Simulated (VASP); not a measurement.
Runs of VASP 6.6.1 on InP. It takes space group F-43m (No. 216, cubic). Conventional cell: a = 5.861 Å, b = 5.861 Å, c = 5.861 Å, α = 90.00°, β = 90.00°, γ = 90.00°. In (site symmetry -43m) is surrounded by 4 P at 2.54 Å. P (site symmetry -43m) has 4 In at 2.54 Å as nearest neighbours. 

| k mesh | cutoff (eV) | mesh quality | gap on the mesh (eV) | pressure (GPa) |
| --- | --- | --- | --- | --- |
| 6 × 6 × 6 | 520 | not flagged | 0.71 | 3.3 |
| 8 × 8 × 8 | 350 | not flagged | 0.71 | 3.0 |
| 4 × 4 × 4 | 520 | coarse | 0.70 | 3.5 |
| 8 × 8 × 8 | 300 | not flagged | 0.71 | 3.0 |
| 10 × 10 × 10 | 520 | not flagged | 0.71 | 3.3 |
| 8 × 8 × 8 | 520 | not flagged | 0.71 | 3.3 |
| 8 × 8 × 8 | 400 | not flagged | 0.71 | 3.3 |
| 8 × 8 × 8 | 450 | not flagged | 0.71 | 3.3 |
| 8 × 8 × 8 | 600 | not flagged | 0.71 | 3.3 |
| 8 × 8 × 8 | 700 | not flagged | 0.71 | 3.3 |
| 14 × 14 × 14 | 520 | not flagged | 0.71 | (a) |

Alike in all rows: task single point; level PBE; potentials or basis VASP PAW PBE potentials, release 64 (In_d, P); no spin polarisation; cell as given; smearing gaussian 0.02 eV.

Task: Fill in the values left out.

Result: (a) 3.4.

Caveats: some runs use coarse meshes; spin-orbit coupling is left out, which moves the levels of the heavy elements; the cutoff is under 1.25 times the usual one of these potentials, so pressure, stress and relaxed cells hold a basis-set (Pulay) error (some runs).

A k mesh can miss the band edges, and the runs leave out spin-orbit coupling on In.
